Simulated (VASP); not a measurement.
## InGaN$_{2}$ (space group P3m1): computed properties

Calculation: PBEsol GGA, VASP's PBE PAW potentials (set 64) (plane waves; VASP).

```
Quantity                                                                                            Result
-----------------------------------------------  ---------------------------------------------------------
space group                                                                                     P3m1 (156)
cell                                             a = b = 3.355 Å, c = 5.494 Å, α = β = 90.00°, γ = 120.00°
volume per atom                                                                              13.39 Å³/atom
band gap (over mesh and band path)                                                                 0.31 eV
smallest direct gap (over mesh and band path)                                                      0.31 eV
band-edge character without spin-orbit coupling                                             direct, Γ to Γ
band gap with spin-orbit coupling                                                                  0.31 eV
density                                                                                         6.59 g/cm³
```

GaInN2 is modelled in the trigonal space group P3m1 (No. 156), Pearson symbol hP4. Lattice parameters: a = b = 3.3551 Å, c = 5.4944 Å, α = β = 90.00°, γ = 120.00°. In on 1a is coordinated by 4 N at 2.102–2.171 Å (tetrahedral). Ga on 1c is surrounded by 1 N at 1.922 Å and 3 N at 2.023 Å (tetrahedral). N1 on 1c is surrounded by 1 Ga at 1.922 Å and 3 In at 2.102 Å (tetrahedral). N2 on 1a is coordinated by 3 Ga at 2.023 Å and 1 In at 2.171 Å (tetrahedral). (Neighbours: up to the widest gap in distance over summed covalent radii, below 1.35, at either atom; cation-cation and far metal-metal contacts left out.)

Unless said otherwise, spin-orbit coupling is left out, though it shifts the bands of the heavy elements here.

The structure comes from a computed database's InGaN2 entry (P3m1); how it stands against other phases isn't given here. It was relaxed first. Symmetry was kept, so distortions that lower it aren't found.
